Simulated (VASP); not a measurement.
A run of VASP 6.6.1:

File INCAR:

```
PREC = Accurate
ENCUT = 520
EDIFF = 1E-7
ISMEAR = 0
SIGMA = 1.0
LREAL = False
LASPH = True
NELM = 60
ALGO = Fast
ISIF = 3
LWAVE = False
LCHARG = False
GGA = PS
IBRION = 2
NSW = 80
EDIFFG = -0.002
PSTRESS = 680.0
KPAR = 8
```

The input KPOINTS:

```
regular mesh
0
Gamma
  9 9 9
```

POSCAR

```
B13C2
1.0
    2.8243559200      1.6306426500      4.0291619400
   -2.8243559200      1.6306426500      4.0291619400
    0.0000000000     -3.2612853100      4.0291619400
B C
13 2
Direct
    0.5000000000      0.5000000000      0.5000000000
    0.8033928700      0.3185897000      0.8033928700
    0.8033928700      0.8033928700      0.3185897000
    0.3185897000      0.8033928700      0.8033928700
    0.6814103000      0.1966071300      0.1966071300
    0.1966071300      0.6814103000      0.1966071300
    0.1966071300      0.1966071300      0.6814103000
    0.0078723600      0.3239231400      0.0078723600
    0.0078723600      0.0078723600      0.3239231400
    0.3239231400      0.0078723600      0.0078723600
    0.6760768600      0.9921276400      0.9921276400
    0.9921276400      0.6760768600      0.9921276400
    0.9921276400      0.9921276400      0.6760768600
    0.6188115500      0.6188115500      0.6188115500
    0.3811884500      0.3811884500      0.3811884500
```

Potentials or basis: VASP PAW PBE potentials, release 64 (B, C).

Command:

```sh
$ cat potpaw_PBE.64/B/POTCAR potpaw_PBE.64/C/POTCAR > POTCAR
$ mpirun -np 8 vasp_std > vasp.out
```

Hardware: 8 MPI ranks on Intel(R) Xeon(R) 6975P-C (Granite Rapids), on a shared host.

Task: How long does it take, and how much memory?

Result: Wall time 8 min on 8 MPI ranks on Intel(R) Xeon(R) 6975P-C (Granite Rapids), on a shared host, peak memory 0.41 GiB a rank. Counts: scf iterations 152, k points 85, ion steps 20.
